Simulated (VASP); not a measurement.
# The (0 0 1) face of Li4Ge2B in VASP, part 2 of 3

How does the (0 0 1) face of Li4Ge2B behave as a surface? The start is a cell from a database of measured crystal structures.

VASP 6.6.1; PBE; plane waves and PAW (Ge, Li, B).

So far. Step 2 (Relaxing the slab): The run ended after 34 ionic steps, 1.245 eV below its first step, once the forces on the free atoms met EDIFFG = -0.03.

**3. Potential and states of the slab**

A static run writes the electrostatic potential without exchange and correlation (LVHAR), which is flat in the vacuum and gives the level to count from. The dipole correction cancels the field that unlike faces would set up across the vacuum.

The input, INCAR:

```
SYSTEM = Li4Ge2B
PREC = Normal
ENCUT = 320
EDIFF = 1E-06
NELM = 120
ISMEAR = 1
SIGMA = 0.2
LREAL = Auto
ALGO = Fast
GGA = PE
NBANDS = 47
LORBIT = 11
LWAVE = .TRUE.
LCHARG = .TRUE.
IDIPOL = 3
LDIPOL = .TRUE.
DIPOL = 0.5 0.5 0.5
LVHAR = .TRUE.
LVACPOTAV = .TRUE.
LELF = .TRUE.
NEDOS = 1500
```

The input, POSCAR:

```
Li4Ge2B
1.0
    4.4603029841      0.0000000000      0.0000000000
   -2.2301514921      3.8627356929      0.0000000000
    0.0000000000      0.0000000000     26.2828040605
Ge Li B
4 8 2
Direct
    0.3333333300      0.6666666700      0.2853576800
    0.3333333300      0.6666666700      0.3832893600
    0.0000000000      0.0000000000      0.5143260441
    0.0000000000      0.0000000000      0.6119391037
    0.0000000000      0.0000000000      0.3130178600
    0.6666666700      0.3333333300      0.3389703400
    0.0000000000      0.0000000000      0.4242626800
    0.6666666700      0.3333333300      0.4509818800
    0.6666666700      0.3333333300      0.5512761094
    0.3333333300      0.6666666700      0.5794140665
    0.6666666700      0.3333333300      0.6618222446
    0.3333333300      0.6666666700      0.7090779737
    0.3333333300      0.6666666700      0.4823014300
    0.0000000000      0.0000000000      0.6880022576
```

The input, KPOINTS:

```
Automatic mesh
0
Gamma
5 5 1
0 0 0
```

PAW data sets: Ge, Li and B (PBE family, release 64).

Started as:

```
$ mpirun -np 4 vasp_std
```

The program printed:

```text
[banner, memory and clock lines left out]
running    4 mpi-ranks, on    1 nodes
 distrk:  each k-point on    4 cores,    1 groups
 distr:  one band on    1 cores,    4 groups

 POSCAR found type information on POSCAR GeLiB
 POSCAR found :  3 types and      14 ions
 LDA part: xc-table for (Slater+PW92), standard interpolation
|                                                                             |
|           W    W    AA    RRRRR   N    N  II  N    N   GGGG   !!!           |
|           W    W   A  A   R    R  NN   N  II  NN   N  G    G  !!!           |
|           W    W  A    A  R    R  N N  N  II  N N  N  G       !!!           |
|           W WW W  AAAAAA  RRRRR   N  N N  II  N  N N  G  GGG   !            |
|           WW  WW  A    A  R   R   N   NN  II  N   NN  G    G                |
|           W    W  A    A  R    R  N    N  II  N    N   GGGG   !!!           |
|                                                                             |
|     The number of bands has been changed from the values supplied in        |
|     The orbitals not found in the WAVECAR file will be initialized with     |
|     random numbers, which is usually adequate. For correlated               |
|     calculations, however, you should redo the groundstate calculation.     |
|     I found NBANDS = 47. Now, NBANDS = 48.                                  |
|                                                                             |

 POSCAR, INCAR and KPOINTS ok, starting setup
 FFT: planning ... GRIDC
 FFT: planning ... GRID_SOFT
 FFT: planning ... GRID
 WAVECAR not read
 entering main loop
       N       E                     dE             d eps       ncg     rms          rms(c)
DAV:   1     0.535271482004E+02    0.53527E+02   -0.64728E+03   480   0.304E+02
DAV:   2    -0.376802615428E+02   -0.91207E+02   -0.84681E+02   616   0.744E+01
DAV:   3    -0.452683962477E+02   -0.75881E+01   -0.73838E+01   592   0.199E+01
DAV:   4    -0.454890167422E+02   -0.22062E+00   -0.22032E+00   624   0.359E+00
DAV:   5    -0.454934983557E+02   -0.44816E-02   -0.44814E-02   608   0.502E-01    0.484E+00
RMM:   6    -0.511769232830E+02   -0.56834E+01   -0.71536E-01   623   0.133E+00    0.714E+00
RMM:   7    -0.447214191941E+02    0.64555E+01   -0.14346E-01   562   0.694E-01    0.313E+00
RMM:   8    -0.441028456938E+02    0.61857E+00   -0.88761E-02   581   0.553E-01    0.144E+00
RMM:   9    -0.439655472280E+02    0.13730E+00   -0.33190E-02   607   0.365E-01    0.959E-01
RMM:  10    -0.439056410412E+02    0.59906E-01   -0.23571E-02   615   0.297E-01    0.374E-01
RMM:  11    -0.438901406853E+02    0.15500E-01   -0.58438E-03   633   0.178E-01    0.197E-01
RMM:  12    -0.438849562669E+02    0.51844E-02   -0.41922E-03   637   0.140E-01    0.122E-01
RMM:  13    -0.438837216260E+02    0.12346E-02   -0.27901E-03   664   0.994E-02    0.576E-02
RMM:  14    -0.438851654069E+02   -0.14438E-02   -0.77557E-04   677   0.549E-02    0.625E-02
RMM:  15    -0.438857012386E+02   -0.53583E-03   -0.19388E-04   667   0.304E-02    0.205E-02
RMM:  16    -0.438860400185E+02   -0.33878E-03   -0.11949E-04   685   0.199E-02    0.163E-02
RMM:  17    -0.438862300009E+02   -0.18998E-03   -0.53468E-05   694   0.119E-02    0.118E-02
RMM:  18    -0.438864400945E+02   -0.21009E-03   -0.30224E-05   678   0.790E-03    0.537E-03
RMM:  19    -0.438868134970E+02   -0.37340E-03   -0.22409E-05   684   0.735E-03    0.483E-03
RMM:  20    -0.438870088668E+02   -0.19537E-03   -0.13210E-05   658   0.485E-03    0.148E-03
RMM:  21    -0.438870899283E+02   -0.81062E-04   -0.55765E-06   642   0.290E-03    0.126E-03
RMM:  22    -0.438871027894E+02   -0.12861E-04   -0.75238E-07   596   0.109E-03    0.110E-03
RMM:  23    -0.438871079114E+02   -0.51220E-05   -0.19983E-07   557   0.686E-04    0.628E-04
RMM:  24    -0.438871099208E+02   -0.20094E-05   -0.66575E-08   517   0.469E-04    0.537E-04
RMM:  25    -0.438871106904E+02   -0.76955E-06   -0.20762E-08   495   0.387E-04
|                                                                             |
|           W    W    AA    RRRRR   N    N  II  N    N   GGGG   !!!           |
|           W    W   A  A   R    R  NN   N  II  NN   N  G    G  !!!           |
|           W    W  A    A  R    R  N N  N  II  N N  N  G       !!!           |
|           W WW W  AAAAAA  RRRRR   N  N N  II  N  N N  G  GGG   !            |
|           WW  WW  A    A  R   R   N   NN  II  N   NN  G    G                |
|           W    W  A    A  R    R  N    N  II  N    N   GGGG   !!!           |
|                                                                             |
|     Did not find any points to average over, which means that no vacuum     |
|     field-free region was found. Please increase the size of  your cell     |
|     in the dimension of the dipole correction to obtain accurate            |
|     workfunction values.                                                    |
|                                                                             |

   1 F= -.43887111E+02 E0= -.43880379E+02  d E =-.201951E-01
 writing wavefunctions
```

The job ended after 22 s (4 MPI ranks of Intel Xeon Platinum 8375C at 2.90GHz (Ice Lake), shared host; peak memory 0.59 GiB; 82 s of CPU time).

OUTCAR, selected parts (step 3):

```text
The static configuration has the point symmetry C_3v.

 Found      5 irreducible k-points:

   k-points           NKPTS =      5   k-points in BZ     NKDIM =      5   number of bands    NBANDS=     48

   NELECT =      30.0000    total number of electrons

 dipolmoment           0.000000      0.000000     -0.072033 electrons x Angstroem

 E-fermi :  -0.7134

 k-point     1 :       0.0000    0.0000    0.0000
  band No.  band energies     occupation
    ...
     10      -2.1594      2.00000
     11      -1.3942      2.00002
     12      -1.3942      2.00002
     13      -0.8046      1.68976
     14      -0.8046      1.68968
     15      -0.4935     -0.06524
     16       0.0371     -0.00000
     17       0.0372     -0.00000
     18       0.6616     -0.00000
     19       1.3518     -0.00000
    ...

 k-point     2 :       0.2000    0.0000    0.0000
  band No.  band energies     occupation
    ...
     10      -2.4899      2.00000
     11      -2.2975      2.00000
     12      -1.8054      2.00000
     13      -1.2858      2.00040
     14      -1.1643      2.00646
     15      -0.4566     -0.06992
     16      -0.1454     -0.00044
     17       0.2712     -0.00000
     18       0.3249     -0.00000
     19       1.1280     -0.00000
    ...

  Total       -4.2095860     -4.2095860     -3.6172741      0.0000000      0.0000000     -0.0000000
  in kB      -14.8942596    -14.8942596    -12.7985555      0.0000000      0.0000000     -0.0000000
  external PRESSURE =     -14.1956915 kB  Pullay stress =       0.0000000 kB

 POSITION                                       TOTAL-FORCE (eV/Angst)
 -----------------------------------------------------------------------------------
     -0.00000      2.57516      7.50000         0.000000     -0.000000      0.725744
     -0.00000      2.57516     10.07392         0.000000     -0.000000      0.346814
      0.00000      0.00000     13.51793        -0.000000      0.000000      0.020582
      0.00000      0.00000     16.08348         0.000000      0.000000      0.028283
      0.00000      0.00000      8.22699         0.000000      0.000000      0.025792
      2.23015      1.28758      8.90909        -0.000000      0.000000      0.009366
      0.00000      0.00000     11.15081         0.000000      0.000000     -0.789246
      2.23015      1.28758     11.85307        -0.000000      0.000000     -0.027130
      2.23015      1.28758     14.48908         0.000000      0.000000      0.019639
     -0.00000      2.57516     15.22863        -0.000000      0.000000      0.023468
      2.23015      1.28758     17.39454        -0.000000     -0.000000     -0.004109
     -0.00000      2.57516     18.63656         0.000000      0.000000     -0.008333
     -0.00000      2.57516     12.67623         0.000000     -0.000000     -0.370300
      0.00000      0.00000     18.08263         0.000000      0.000000     -0.000572
 -----------------------------------------------------------------------------------
    total drift:                                0.000030      0.000022      0.051502

  FREE ENERGIE OF THE ION-ELECTRON SYSTEM (eV)
  ---------------------------------------------------
  free  energy   TOTEN  =       -43.8871106904 eV

  energy  without entropy=      -43.8669156000  energy(sigma->0) =      -43.88037899

 vacuum level on the upper side and lower side of the slab         2.863         3.618

 total charge
# of ion       s       p       d       tot
------------------------------------------
    1        1.236   0.983   0.021   2.239
    2        1.140   1.128   0.028   2.296
    3        1.215   1.041   0.046   2.302
    4        1.149   1.261   0.048   2.458
    5        0.107   0.158   0.000   0.265
    6        0.095   0.165   0.000   0.260
    7        0.110   0.177   0.000   0.287
    8        0.094   0.137   0.000   0.231
    9        0.111   0.152   0.000   0.263
   10        0.100   0.158   0.000   0.259
   11        0.087   0.139   0.000   0.226
   12        0.083   0.088   0.000   0.171
   13        0.776   0.685   0.000   1.461
   14        0.765   0.809   0.000   1.575
--------------------------------------------------
tot          7.068   7.081   0.143  14.291

[... 6 parts as in an earlier step ...]

[... 5 further parts left out ...]
```

Numbers from this step:

```yaml
electronic_cycles: 25
fermi_energy: -0.7134 eV
dos_at_the_fermi_level: 6.794 states/eV/cell
dipole_moment: 0, 0, -0.07203 e·Å
vacuum_levels: 2.863, 3.618 eV
work_functions_of_the_upper_and_lower_face: 3.576, 4.331 eV
```

The density of states has structure finer than the step of the table below, so its rows give means over 1 eV, whole bins alone (the curve runs from -12.0 to 7.99 eV). Peaks (eV: height): total -1.7: 10.3, 5.3: 13.5, 6.6: 12.0, 7.1: 11.4; Ge s -10.0: 2.23, -9.2: 2.74, -7.1: 2.86, -5.7: 1.69; Ge p -2.4: 1.44, -1.7: 2.30, -1.1: 1.87, -0.6: 1.52; Li p 4.3: 1.49, 5.4: 1.77, 6.4: 1.68, 7.1: 1.39; B s -8.4: 0.391, -7.1: 0.648, -5.6: 1.24, -4.9: 0.888.

Table of density of states by energy, zero at the Fermi level; means over each step; values in states/eV/cell:

| energy (eV) | total | Ge s | Ge p | Li p | B s | B p |
| --- | --- | --- | --- | --- | --- | --- |
| -11 | 0.0650 | 0.0296 | 3.5e-4 | 2.5e-4 | 0.00377 | 3.4e-4 |
| -10 | 2.07 | 1.06 | 0.0167 | 0.0268 | 0.0885 | 0.0221 |
| -9 | 2.75 | 1.33 | 0.0682 | 0.0396 | 0.139 | 0.0232 |
| -8 | 1.08 | 0.444 | 0.0489 | 0.0176 | 0.119 | 0.0277 |
| -7 | 2.03 | 0.787 | 0.109 | 0.0329 | 0.185 | 0.0182 |
| -6 | 1.89 | 0.445 | 0.180 | 0.0309 | 0.315 | 0.0170 |
| -5 | 1.57 | 0.170 | 0.261 | 0.0418 | 0.261 | 0.0341 |
| -4 | 1.15 | 0.108 | 0.155 | 0.0331 | 0.107 | 0.0593 |
| -3 | 4.54 | 0.122 | 0.883 | 0.202 | 0.0630 | 0.253 |
| -2 | 6.56 | 0.130 | 1.43 | 0.351 | 0.125 | 0.554 |
| -1 | 4.12 | 0.0593 | 0.930 | 0.263 | 0.0616 | 0.283 |
| 0 | 4.25 | 0.126 | 0.698 | 0.274 | 0.135 | 0.390 |
| 1 | 5.44 | 0.195 | 0.879 | 0.372 | 0.0359 | 0.761 |
| 2 | 4.62 | 0.131 | 0.727 | 0.320 | 0.0806 | 0.427 |
| 3 | 3.96 | 0.121 | 0.329 | 0.450 | 0.0288 | 0.260 |
| 4 | 8.52 | 0.205 | 0.770 | 0.953 | 0.102 | 0.381 |
| 5 | 8.77 | 0.134 | 0.570 | 0.934 | 0.111 | 0.447 |
| 6 | 8.82 | 0.114 | 0.601 | 1.11 | 0.0679 | 0.443 |
| 7 | 9.89 | 0.108 | 0.834 | 1.06 | 0.0471 | 0.337 |

The planar average of the electrostatic potential oscillates, so the rows of the table below give means over windows of 1 Å about each position, cut where the curve ends. Its maxima inside the range that stand out by 2 % of the span (Å: eV): 2.4: 4.33, 9.1: -1.49, 10.1: -2.95, 11.2: -1.90, 13.6: -3.76, 14.6: -2.51, 17.1: -0.376, 18.1: -2.57. Its minima: 8.0: -4.83, 9.7: -3.18, 10.5: -3.54, 13.0: -5.35, 14.0: -4.32, 15.7: -4.65, 17.9: -2.78, 18.3: -2.84.

Zero at the Fermi level. Planar average of the electrostatic potential against height; means over each step:

| height (Å) | planar average of the electrostatic potential (eV) |
| --- | --- |
| 0 | 4.21 |
| 1 | 4.33 |
| 2 | 4.33 |
| 3 | 4.33 |
| 4 | 4.33 |
| 5 | 4.29 |
| 6 | 3.74 |
| 7 | -0.791 |
| 8 | -3.93 |
| 9 | -1.99 |
| 10 | -3.14 |
| 11 | -2.44 |
| 12 | -2.35 |
| 13 | -4.26 |
| 14 | -3.77 |
| 15 | -2.98 |
| 16 | -3.76 |
| 17 | -1.22 |
| 18 | -2.59 |
| 19 | 0.571 |
| 20 | 3.23 |
| 21 | 3.54 |
| 22 | 3.57 |
| 23 | 3.58 |
| 24 | 3.58 |
| 25 | 3.58 |
| 26 | 3.62 |

Density of states in the PAW spheres, an atom over height of the layer and energy from the Fermi level.

Ten even steps from '0' (-0.01 states/eV) to '9' (0.99 states/eV), each cell a mean:
```
30010011001020
50020022101030
30010022101030
30020011001010
41130001002020
30040023004040
30040022005040
20030033003020
10030022002010
10140012003010
00010011002000
00000012000000
00000011000000
00000002002030
00000002002020
20020021001010
30030031001010
00000000000000
00000000000000
90050032000000
20010010000000
00000000000000
```
Columns: height of the layer (Å) from 7.5 to 18.6 (not evenly spaced); rows upwards: energy from the Fermi level (eV) from -7.9 to 0.5.

Force by atom:

| atom | x (eV/Å) | y (eV/Å) | z (eV/Å) | size |
| --- | --- | --- | --- | --- |
| Ge1 | 0.000 | 0.000 | 0.726 | 0.726 |
| Ge2 | 0.000 | 0.000 | 0.347 | 0.347 |
| Ge3 | 0.000 | 0.000 | 0.021 | 0.021 |
| Ge4 | 0.000 | 0.000 | 0.028 | 0.028 |
| Li5 | 0.000 | 0.000 | 0.026 | 0.026 |
| Li6 | 0.000 | 0.000 | 0.009 | 0.009 |
| Li7 | 0.000 | 0.000 | -0.789 | 0.789 |
| Li8 | 0.000 | 0.000 | -0.027 | 0.027 |
| Li9 | 0.000 | 0.000 | 0.020 | 0.020 |
| Li10 | 0.000 | 0.000 | 0.023 | 0.023 |
| Li11 | 0.000 | 0.000 | -0.004 | 0.004 |
| Li12 | 0.000 | 0.000 | -0.008 | 0.008 |
| B13 | 0.000 | 0.000 | -0.370 | 0.370 |
| B14 | 0.000 | 0.000 | -0.001 | 0.001 |

ELF in the ca plane at fractional y = 0.000, with atoms of Ge and Li and B within 0.2 Å of it. It is the smooth field of the valence electrons, not physical close to the nuclei.

Ten even steps from '0' (0.00) to '9' (0.87), each cell a mean:
```
00000000000000000011000000121000169998887787
00000000000000000122321112333200147999887788
00000000000000000235664334455432235788765678
00000000000000001357887555677653234555544567
00000000000000002478987656788764345554322345
00000000000000012578987656888864456654322223
00000000000000012578987656788764345554322234
00000000000000002467887555777754334554433456
00000000000000001246776444566542234677655578
00000000000000000123432122344310146899876689
00000000000000000011100001221000158998887788
00000000000000000000000000110000169997888786
```
Columns run along c (16.0 Å, from fractional 0.00 to 0.61 of the cell), rows up along a (4.5 Å). Atoms in or near the plane, at fractional coordinates: Ge at (0.51, 0.00), Li at (0.31, 0.00), Li at (0.42, 0.00).

Electrostatic potential energy in the ca plane at fractional y = 0.000, with atoms of Ge and Li and B within 0.2 Å of it. With pseudopotentials it is smooth inside the atoms' cores, unlike the true potential.

Ten even steps from '0' (-26 eV) to '9' (4 eV), each cell a mean:
```
99999999999999999999841147887511476115106720
99999999999999999999875578998755788510047851
99999999999999999999988889999888888865678887
99999999999999999999998899999988899988888888
99999999999999999999888999888899999999988888
99999999999999999999888898888899988999988888
99999999999999999999888998888899989999988888
99999999999999999999989999998999999999888888
99999999999999999999988889999888899887788888
99999999999999999999887788998877788731268874
99999999999999999999863368888633577301016730
99999999999999999999740037887400376029405611
```
Columns run along c (16.0 Å, from fractional 0.00 to 0.61 of the cell; values clipped at the 3rd and 97th percentile), rows up along a (4.5 Å). Atoms in or near the plane, at fractional coordinates: Ge at (0.51, 0.00), Li at (0.31, 0.00), Li at (0.42, 0.00).

Valence density in the ca plane at fractional y = 0.000, with atoms of Ge and Li and B within 0.2 Å of it. It is the smooth field of the valence electrons, not physical close to the nuclei.

Ten even steps from '0' (-0.04 e/Å³) to '9' (0.63 e/Å³), each cell a mean:
```
00000000111111111111113553256565215899797311
00000001111111111111112455554445556667775210
00000001111111111111112344443334444333442110
00000011222222222221112233222222222222221110
00000011222222223222112222211111111111111100
00000012233222233322122222111111111111111100
00000011233222233322122222211111111111111100
00000011222222222221112222221112222111111100
00000011122111122211112233332223333323332110
00000001111111111111112355554345555545653210
00000001111111111111113564455556446778886311
00000000110111111111113651046565104899587411
```
Columns run along c (16.0 Å, from fractional 0.16 to 0.77 of the cell), rows up along a (4.5 Å). Atoms in or near the plane, at fractional coordinates: Ge at (0.51, 0.00), Ge at (0.61, 0.00), Li at (0.31, 0.00), Li at (0.42, 0.00), B at (0.69, 0.00).

The map of layer states is cut here 0.5 eV above the Fermi level, so it leaves out the states above that.

The vacuum level lies 3.58 eV above the Fermi level at the upper face; the two faces differ by 0.75 eV, the step that the slab's dipole of -0.072 e·Å makes.

VASP counts the dipole in electrons times Å, so a positive number points the physical dipole along −c.

The program found no field-free point at its default tolerance, but its printed level agrees with the flat part of the planar average.

On this mesh the fine structure of the density of states is sampling noise, and high empty states may be cut by the number of bands.

(Continued in part 3 of 3.)

[Lines on the potential files, build, host, timing and source positions are cut from VASP's logs without a mark.]

[Logs are printed without paths, hosts, clocks, repeated set-up lines and the standing remarks that a program may print on its own settings, such as how far it seeks lower states.]

[Hosts, paths, dates, database ids (printed as entryN), source tags and the programs' standing remarks are cut or masked in the printed files.]

[In band tables of VASP the shares of atoms and orbitals are scaled to a sum of 1 inside the atoms' spheres.]

[Runs that stopped without an error message from VASP are left out.]
